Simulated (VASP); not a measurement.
An input for Quantum ESPRESSO's pw.x (written as the equivalent of a VASP run, and not itself run):

```
&CONTROL
  calculation = 'scf'
  pseudo_dir = './pseudo'
  outdir = './out'
  tprnfor = .true.
  tstress = .true.
/
&SYSTEM
  ibrav = 0
  nat = 2
  ntyp = 1
  ecutwfc = 58
  occupations = 'smearing'
  smearing = 'gaussian'
  degauss = 0.0147
  input_dft = 'pbe'
/
&ELECTRONS
  conv_thr = 7.3e-08
  electron_maxstep = 100
/
ATOMIC_SPECIES
  Ta 180.948 Ta.upf
CELL_PARAMETERS angstrom
     0.0000000    2.9034870    2.9034870
     2.9034870    0.0000000    2.9034870
     2.9034870    2.9034870    0.0000000
ATOMIC_POSITIONS crystal
  Ta   0.7500000  0.7500000  0.7500000
  Ta   0.5000000  0.5000000  0.5000000
K_POINTS automatic
  13 13 13 0 0 0
```

**Question.** Translate this input to VASP (INCAR, KPOINTS, POSCAR, choice of POTCAR).

**Answer.** Several could match; the one computed here: 
**KPOINTS**
```
Automatic mesh
0
Gamma
13 13 13
0 0 0
```

### POSCAR
```
Ta
1
    0.0000000000     2.9034870000     2.9034870000
    2.9034870000     0.0000000000     2.9034870000
    2.9034870000     2.9034870000     0.0000000000
Ta
2
Direct
  0.7500000000   0.7500000000   0.7500000000
  0.5000000000   0.5000000000   0.5000000000
```

### INCAR
```
ENCUT=300   ! plane-wave cut-off (eV)
LWAVE=.False.
EDIFF=1E-6
LREAL=.False.   ! projection in real space or not
SYSTEM=Ta
ALGO=Normal   ! blocked Davidson
LCHARG=.False.
ISMEAR=0   ! Gaussian
ISIF=2   ! forces and stress, cell fixed
GGA=PE   ! PBE
LASPH=.True.
LMAXMIX=6   ! l cut-off of mixed one-centre charges
PREC=Accurate
SIGMA=0.2
NELM=100
```

POTCAR, in this order: Ta_pv (PBE.64 set). Program: vasp_std.

What does not carry over: the potentials are each code's own (VASP's PAW set, PseudoDojo norm-conserving files in pw.x), so ENCUT and ecutwfc are chosen apart and not converted; conv_thr bounds pw.x's estimated SCF error, while EDIFF bounds the energy change between steps.

The structure was generated: Ta was put into an ordered model structure, which need not be its known phase. The cell was not relaxed at this level, and its volume differs by -5.9 % from the start's.
